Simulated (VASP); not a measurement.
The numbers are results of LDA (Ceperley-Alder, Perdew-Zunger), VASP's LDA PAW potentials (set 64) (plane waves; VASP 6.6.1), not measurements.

A VASP calculation is set up with these files.

**POSCAR**
```
PtS2
1
    1.7668640000    -3.0602980000     0.0000000000
    1.7668640000     3.0602980000     0.0000000000
    0.0000000000     0.0000000000     5.0310690000
Pt S
1 2
Direct
  0.0000000000   0.0000000000   0.0000000000
  0.3333330000   0.6666670000   0.2300000000
  0.6666670000   0.3333330000   0.7700000000
```

KPOINTS:
```
Automatic mesh
0
Gamma
6 6 4
0 0 0
```

### INCAR
```
ISMEAR=-1   ! Fermi-Dirac
LASPH=.TRUE.   ! aspherical one-centre terms
ISIF=2   ! forces and stress, cell fixed
SYSTEM=PtS2
LCHARG=.FALSE.
ENCUT=300   ! plane-wave cut-off (eV)
EDIFF=1E-6   ! SCF stop (eV)
SIGMA=0.05   ! width (eV)
NELM=100
ALGO=Normal
PREC=Accurate
LWAVE=.FALSE.
LREAL=.FALSE.   ! projection in real space or not
LMAXMIX=6
```

POTCAR, in this order: Pt S (LDA.64 set). Program: vasp_std.

At this cut-off the stress carries a Pulay error, which pulls relaxed volumes low.

### Question
Estimate the energy per atom (σ→0), pressure, largest force.

### Answer

```
Property                        Value
---------------------  --------------
energy per atom (σ→0)  -6.044 eV/atom
pressure                    29.7 kbar
largest force              0.702 eV/Å
```

OSZICAR:
```
...
DAV:   7    -0.181756272122E+02    0.20274E+00   -0.13015E+00   741   0.124E+01    0.608E+00
DAV:   8    -0.181380595718E+02    0.37568E-01   -0.75744E-02   867   0.221E+00    0.113E+00
DAV:   9    -0.181331245162E+02    0.49351E-02   -0.13140E-02   860   0.124E+00    0.227E-01
DAV:  10    -0.181332118341E+02   -0.87318E-04   -0.14283E-03   895   0.286E-01    0.104E-01
DAV:  11    -0.181332162775E+02   -0.44434E-05   -0.55171E-05   923   0.714E-02    0.335E-02
DAV:  12    -0.181332130123E+02    0.32652E-05   -0.98937E-06   846   0.336E-02    0.832E-03
DAV:  13    -0.181332129107E+02    0.10158E-06   -0.12870E-06   507   0.956E-03
   1 F= -.18133213E+02 E0= -.18133202E+02  d E =-.224592E-04
```

The structure is a typed PtS2 crystal. The cell was not relaxed at this level, and its volume differs by -5.9 % from the start's.
